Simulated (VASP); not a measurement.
Level of theory: PBEsol GGA, VASP's PBE PAW potentials (set 64) (plane waves; VASP 6.6.1).

VASP ran on this input.

INCAR:
```
SYSTEM = Tm(GeRh)2
PREC = Accurate
ENCUT = 480
EDIFF = 1E-7
NELM = 100
ALGO = Normal
LREAL = .FALSE.
LASPH = .TRUE.
ISMEAR = 1
SIGMA = 0.1
GGA = PS
LMAXMIX = 6
LWAVE = .FALSE.
LCHARG = .FALSE.
ISIF = 2
```

File POSCAR:
```
Tm(GeRh)2
1
   -1.9968114999     1.9968114999     5.0154632204
    1.9968114999    -1.9968114999     5.0154632204
    1.9968114999     1.9968114999    -5.0154632204
Tm Ge Rh
1 2 2
Direct
  0.0000000000   0.0000000000   0.0000000000
  0.3799820275   0.3799820275   0.0000000000
  0.6200179725   0.6200179725   0.0000000000
  0.7500000000   0.2500000000   0.5000000000
  0.2500000000   0.7500000000   0.5000000000
```

KPOINTS:
```
Automatic mesh
0
gamma
  10 10 10
0 0 0
```

POTCAR, in this order: Tm_3 Ge_d Rh_pv (PBE.64 set). Program: vasp_std.

The 4f electrons are frozen in the core of the lanthanide potential, so 4f levels, which can set the real gap, and their magnetism are missing.

### Question
Estimate the energy per atom (σ→0), pressure, largest force, band gap (on the k-mesh).

### Answer

```
Quantity                                                     Value
------------------------  ----------------------------------------
energy per atom (σ→0)                               -7.084 eV/atom
band gap (on the k-mesh)  none (metal, semimetal or under 0.01 eV)
pressure                                                 91.7 kbar
largest force                                           0.429 eV/Å
```

### OSZICAR
```
...
DAV:   9    -0.354217794967E+02   -0.53194E-03   -0.87907E-02 11480   0.198E+00    0.768E-01
DAV:  10    -0.354184049304E+02    0.33746E-02   -0.19911E-02 10160   0.978E-01    0.144E-01
DAV:  11    -0.354184770910E+02   -0.72161E-04   -0.14090E-03 11488   0.260E-01    0.525E-02
DAV:  12    -0.354184825214E+02   -0.54305E-05   -0.93912E-05 11024   0.808E-02    0.274E-02
DAV:  13    -0.354184767131E+02    0.58083E-05   -0.33744E-05 11208   0.450E-02    0.433E-03
DAV:  14    -0.354184768008E+02   -0.87733E-07   -0.24634E-06 10696   0.173E-02    0.153E-03
DAV:  15    -0.354184767615E+02    0.39288E-07   -0.13405E-07  6376   0.294E-03
   1 F= -.35418477E+02 E0= -.35418492E+02  d E =0.469074E-04
```

The structure comes from a computed database's Rh2TmGe2 entry (I4/mmm); how it stands against other phases isn't given here. This cell was strained or had an atom moved on purpose. The electron count is odd and the run is not spin-polarised, which forces a metal.
